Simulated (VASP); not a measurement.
All values below come from PBE GGA, VASP's PBE PAW potentials (set 64) (plane waves; VASP).

VASP input:

### POSCAR
```
Ge
1
   -0.0000000000     2.8783834284     2.8783834284
    2.8783834284    -0.0000000000     2.8783834284
    2.8783834284     2.8783834284    -0.0000000000
Ge
2
Direct
  0.5000000000   0.5000000000   0.5000000000
  0.7500000000   0.7500000000   0.7500000000
```

### KPOINTS
```
Automatic
0
Gamma
 9 9 9
0 0 0
```

**INCAR**
```
# general
SYSTEM =Ge
PREC   =Normal
ENCUT  =400   # plane-wave cut-off (eV)
LREAL  =F
LASPH  =T   # aspherical one-centre terms

# electronic loop
EDIFF  =1E-5   # SCF stop (eV)
NELM   =100
NELMIN =4
ALGO   =Fast
LMAXMIX=4

# smearing
ISMEAR =0   # Gaussian
SIGMA  =0.05   # width (eV)

# functional
GGA    =PE   # PBE

# ions
IBRION =2   # conjugate gradients
NSW    =20
ISIF   =2
EDIFFG =-0.03   # ionic stop

# output
LWAVE  =F
LCHARG =F
```

POTCAR, in this order: Ge_d (PBE.64 set). Program: vasp_std.

What will the output report for the number of irreducible k-points (NKPTS), largest plane-wave count, number of space-group operations, FFT grid (NGX, NGY, NGZ)?

* **number of irreducible k-points (NKPTS)**: 35
* **largest plane-wave count**: 893
* **number of space-group operations**: 48
* **FFT grid (NGX, NGY, NGZ)**: 20 × 20 × 20

The compound is Ge in the diamond structure. It was relaxed first, which changed the volume by +5 %.
